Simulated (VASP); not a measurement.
Input:

```xyz
2
Lattice="2.9003 0.0000 0.0000 0.0000 2.8068 0.0000 0.0000 0.0000 2.9057" Properties=species:S:1:pos:R:3 pbc="T T T"
Ga     1.4502     1.4034     1.4529
Co     0.0450     0.0000     0.0000
```

Level of theory: PBE GGA + U (Dudarev), VASP's PBE PAW potentials (set 64) (plane waves; VASP). Run with 400 eV cut-off, 11×12×11 Γ-centred mesh, first-order Methfessel-Paxton smearing of 0.10 eV, potentials Ga_d Co, U − J: Co 8.00 eV.

Question: Which forces act on the atoms, in eV/Å?

Answer: 
```json
[
 {"atom": "Ga1", "Fx": "0.211", "Fy": "0.000", "Fz": "0.000"},
 {"atom": "Co2", "Fx": "-0.211", "Fy": "0.000", "Fz": "0.000"}
]
```

Question: Give the stress tensor in GPa (positive for a compressed cell).

Answer: 
```
-10.92    0.00    0.00
  0.00   -5.05    0.00
  0.00    0.00  -11.13
```
The pressure is its mean diagonal, -9.04 GPa.

The compound is CoGa in the CsCl type structure. The cell was not relaxed at this level, atoms are displaced from their ideal sites. The run is one of a series of settings (LDAU = .TRUE., LDAUJ = 0 0, LDAUL = -1 2, LDAUTYPE = 2, LDAUU = 0 8.0 against the base run), some of them coarse on purpose. The run is not spin-polarised, so no magnetic state was tried.
